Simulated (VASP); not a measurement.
A convergence study with VASP on Zr (hcp): a few settings are varied, all else stays as given below, so the limit is that of these other settings. The cell's lengths are 1 % over those of the tabulated start and one atom is moved, so it is off equilibrium.

```xyz
2
Lattice="1.6312 -2.8252 0.0000 1.6312 2.8252 0.0000 0.0000 0.0000 5.2015" Properties=species:S:1:pos:R:3 pbc="T T T"
Zr     1.6311     0.9417     1.3004
Zr     1.6918    -0.9417     3.9011
```

Computed with PBEsol GGA, VASP's PBE PAW potentials (set 64) (plane waves; VASP 6.6.1). The last row used: LREAL = Auto, 600 eV cut-off, 10×10×6 Γ-centred mesh, first-order Methfessel-Paxton smearing of 0.10 eV, potentials Zr_sv.

| setting | E (eV/atom) | pressure (GPa) | largest force (eV/Å) | plane waves |
|---|---|---|---|---|
| ENCUT = 300, LREAL = .FALSE., PREC = Normal | -9.0460 | -6.48 | 0.065 | 582 |
| ENCUT = 400, LREAL = .FALSE., PREC = Normal | -9.0525 | -6.06 | 0.064 | 888 |
| ENCUT = 500, LREAL = .FALSE., PREC = Normal | -9.0533 | -5.87 | 0.064 | 1234 |
| ENCUT = 600, LREAL = .FALSE., PREC = Normal | -9.0535 | -5.89 | 0.065 | 1640 |
| ENCUT = 500, LREAL = .FALSE., PREC = Accurate | -9.0533 | -5.87 | 0.064 | 1234 |
| ENCUT = 600, LREAL = .FALSE., PREC = Accurate | -9.0535 | -5.89 | 0.065 | 1640 |
| ENCUT = 300, LREAL = Auto, PREC = Normal | -9.0451 | -6.48 | 0.066 | 582 |
| ENCUT = 400, LREAL = Auto, PREC = Normal | -9.0521 | -6.05 | 0.064 | 888 |
| ENCUT = 500, LREAL = Auto, PREC = Normal | -9.0535 | -5.87 | 0.066 | 1234 |
| ENCUT = 600, LREAL = Auto, PREC = Normal | -9.0534 | -5.93 | 0.053 | 1640 |
| ENCUT = 300, LREAL = Auto, PREC = Accurate | ? | -6.48 | 0.065 | 582 |
| ENCUT = 400, LREAL = Auto, PREC = Accurate | -9.0521 | -6.06 | 0.065 | 888 |
| ENCUT = 500, LREAL = Auto, PREC = Accurate | -9.0532 | -5.88 | 0.064 | 1234 |
| ENCUT = 600, LREAL = Auto, PREC = Accurate | -9.0535 | -5.89 | 0.065 | 1640 |

Task: What belongs in the gaps?

Result: 
- ENCUT = 300, LREAL = Auto, PREC = Accurate, E (eV/atom): -9.0452

Left out are rungs that failed or repeat a setting and relaxations that didn't move; long series are thinned to 24 rows.

The compound is Zr in the hcp structure. The cell was not relaxed at this level, it is distorted from the ideal structure.
